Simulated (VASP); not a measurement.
Here is the system:

```xyz
2
Lattice="3.1247 0.0000 0.0000 0.0000 3.1247 0.0000 0.0000 0.0000 3.1247" Properties=species:S:1:pos:R:3 pbc="T T T"
Ta     0.0000     0.0000     0.0000
Si     1.5623     1.5623     1.5623
```

Method: PBEsol GGA, VASP's PBE PAW potentials (set 64) (plane waves; VASP 6.6.1). Numerical set-up: 400 eV cut-off, Gaussian smearing of 0.050 eV, potentials Ta_pv Si.

**Question.** Give the energies of bands 4 to 10 at the high-symmetry points, in eV from the Fermi level.

**Answer.** 
```json
[
 {"band": "4", "Γ": "-12.04", "X": "-8.31", "M": "-8.30", "R": "-5.43"},
 {"band": "5", "Γ": "-2.87", "X": "-7.39", "M": "-3.26", "R": "-5.43"},
 {"band": "6", "Γ": "-2.87", "X": "-1.57", "M": "-3.26", "R": "-5.43"},
 {"band": "7", "Γ": "2.39", "X": "-1.08", "M": "-2.99", "R": "-3.84"},
 {"band": "8", "Γ": "2.39", "X": "-1.08", "M": "0.51", "R": "3.42"},
 {"band": "9", "Γ": "2.39", "X": "3.49", "M": "0.51", "R": "3.42"},
 {"band": "10", "Γ": "2.88", "X": "5.04", "M": "4.86", "R": "3.42"}
]
```

It has no gap at this level: it comes out as a metal or semimetal.

The structure was generated: TaSi was put into the CsCl type (Pm-3m), which need not be its known phase. It was relaxed first. The electron count is odd and the run is not spin-polarised, which forces a metal.
